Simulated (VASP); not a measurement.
VASP input:

POSCAR:
```
TeO2
1
    4.7739396915     0.0000000000     0.0000000000
    0.0000000000     4.8937127350     0.0000000000
    0.0000000000     0.0000000000     7.6597052810
Te O
4 8
Direct
  0.7221037906   0.5280154548   0.3762032162
  0.7778962094   0.4719845452   0.8762032162
  0.2221037906   0.9719845452   0.6237967838
  0.2778962094   0.0280154548   0.1237967838
  0.5208994401   0.1327658322   0.9417399216
  0.9791005599   0.8672341678   0.4417399216
  0.0208994401   0.3672341678   0.0582600784
  0.4791005599   0.6327658322   0.5582600784
  0.3971550768   0.2491849109   0.3111041549
  0.1028449232   0.7508150891   0.8111041549
  0.8971550768   0.2508150891   0.6888958451
  0.6028449232   0.7491849109   0.1888958451
```

KPOINTS:
```
Automatic mesh
0
Gamma
4 4 3
0 0 0
```

INCAR:
```
ALGO  =  Normal
EDIFF  =  1E-6
EDIFFG  =  -0.02
ENCUT  =  520
IBRION  =  2
ISIF  =  3
ISMEAR  =  0
LASPH  =  .TRUE.
LCHARG  =  .FALSE.
LMAXMIX  =  4
LMIXTAU  =  .TRUE.
LREAL  =  .FALSE.
LWAVE  =  .FALSE.
METAGGA  =  R2SCAN
NELM  =  100
NSW  =  60
PREC  =  Accurate
SIGMA  =  0.05
SYSTEM  =  TeO2
```

POTCAR, in this order: Te O (PBE.64 set). Program: vasp_std.

### Question
Translate this r2SCAN calculation to Ansatz.

### Answer
One equivalent input (not run):
Ansatz 0.2 input:
```yaml
crystal:
  lattice:
    - [4.7739397, 0.0000000, 0.0000000]
    - [0.0000000, 4.8937127, 0.0000000]
    - [0.0000000, 0.0000000, 7.6597053]
  atoms:
    - { symbol: Te, position: [0.7221038, 0.5280155, 0.3762032] }
    - { symbol: Te, position: [0.7778962, 0.4719845, 0.8762032] }
    - { symbol: Te, position: [0.2221038, 0.9719845, 0.6237968] }
    - { symbol: Te, position: [0.2778962, 0.0280155, 0.1237968] }
    - { symbol: O, position: [0.5208994, 0.1327658, 0.9417399] }
    - { symbol: O, position: [0.9791006, 0.8672342, 0.4417399] }
    - { symbol: O, position: [0.0208994, 0.3672342, 0.0582601] }
    - { symbol: O, position: [0.4791006, 0.6327658, 0.5582601] }
    - { symbol: O, position: [0.3971551, 0.2491849, 0.3111042] }
    - { symbol: O, position: [0.1028449, 0.7508151, 0.8111042] }
    - { symbol: O, position: [0.8971551, 0.2508151, 0.6888958] }
    - { symbol: O, position: [0.6028449, 0.7491849, 0.1888958] }
kpoints:
  mp_grid: { grid: [4, 4, 3] }
hamiltonian:
  xc: r2scan
  pseudopotentials: { kind: paw }
scf:
  occupations: { method: gaussian, width: 0.05 }
  max_iter: 100
relax:
  max_steps: 60
  f_tol: 0.02
  cell: {}
output: { forces: true, stress: true, eigenvalues: true }
```
The two are equivalent in intent, not identical: each code has its own PAW files, so the cut-off isn't converted (ENCUT is set for VASP's; basis.ecutwfc is left out, and Ansatz then takes the one that its files recommend); Ansatz stops its SCF on the density residual and VASP on the energy change (EDIFF).

The structure comes from a computed database's TeO2 entry (P2_12_12_1); how it stands against other phases isn't given here. It was relaxed first. The start is the result of an earlier pass.
